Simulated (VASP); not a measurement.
A run of VASP 6.6.1:

Contents of INCAR:

```
PREC = Accurate ; ENCUT = 520
EDIFF = 1E-6 ; ISMEAR = 0
SIGMA = 0.02 ; LREAL = False
LASPH = True ; NELM = 80
ALGO = Normal ; ISIF = 2
LWAVE = False ; LCHARG = False
LMAXMIX = 4 ; GGA = PS
```

File KPOINTS:

```
regular mesh
0
Gamma
  6 6 6
```

POSCAR

```
BaHfO3
1.0
    4.1535400000      0.0000000000      0.0000000000
    0.0000000000      4.1535400000      0.0000000000
    0.0000000000      0.0000000000      4.1535400000
Ba Hf O
1 1 3
Direct
    0.5000000000      0.5000000000      0.5000000000
    0.0000000000      0.0000000000      0.0000000000
    0.0000000000      0.5000000000      0.0000000000
    0.5000000000      0.0000000000      0.0000000000
    0.0000000000      0.0000000000      0.5000000000
```

File KPOINTS_OPT:

```
path GXMGRX,MR
20
line-mode
reciprocal
 0.0000000000  0.0000000000  0.0000000000  G
 0.0000000000  0.5000000000  0.0000000000  X

 0.0000000000  0.5000000000  0.0000000000  X
 0.5000000000  0.5000000000  0.0000000000  M

 0.5000000000  0.5000000000  0.0000000000  M
 0.0000000000  0.0000000000  0.0000000000  G

 0.0000000000  0.0000000000  0.0000000000  G
 0.5000000000  0.5000000000  0.5000000000  R

 0.5000000000  0.5000000000  0.5000000000  R
 0.0000000000  0.5000000000  0.0000000000  X

 0.5000000000  0.5000000000  0.0000000000  M
 0.5000000000  0.5000000000  0.5000000000  R
```

Potentials or basis: VASP PAW PBE potentials, release 64 (Ba_sv, Hf_pv, O).

The run is started by

```bash
$ cat potpaw_PBE.64/Ba_sv/POTCAR potpaw_PBE.64/Hf_pv/POTCAR potpaw_PBE.64/O/POTCAR > POTCAR
$ mpirun -np 1 vasp_std > vasp.out
```

Hardware: 1 thread of Intel(R) Xeon(R) 6975P-C (Granite Rapids), with other jobs on the host.

Question: How long does it take, and how much memory?

Answer: It took 41 s on 1 thread of Intel(R) Xeon(R) 6975P-C (Granite Rapids) (shared host), peak memory 0.19 GiB. Counts: scf iterations 61, k points 20.
